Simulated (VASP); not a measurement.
Here is the system:

```
RuSi
1.0
    4.70860     0.00000     0.00000
    0.00000     4.70860     0.00000
    0.00000     0.00000     4.70860
Si Ru
4 4
Direct
  0.16601   0.33158   0.67066
  0.31601   0.66359   0.17852
  0.65325   0.16212   0.34433
  0.85913   0.84763   0.82531
  0.88397   0.61820   0.35323
  0.61911   0.37863   0.86541
  0.35901   0.85642   0.62950
  0.14352   0.14183   0.13304
```

Calculation: PBEsol GGA, VASP's PBE PAW potentials (set 64) (plane waves; VASP 6.6.1). Numerical set-up: 300 eV cut-off, 4×4×4 Γ-centred mesh shifted by (0.5, 0.5, 0.5), Gaussian smearing of 0.050 eV, potentials Si Ru_pv.

Task: Predict the energy per atom (σ→0), largest force.

Result: 
```yaml
energy per atom (σ→0): -8.576 eV/atom
largest_force: 3.440 eV/Å
```

The structure comes from a computed database's SiRu entry; how it stands against other phases isn't given here. The cell was not relaxed at this level, atoms are displaced from their ideal sites.
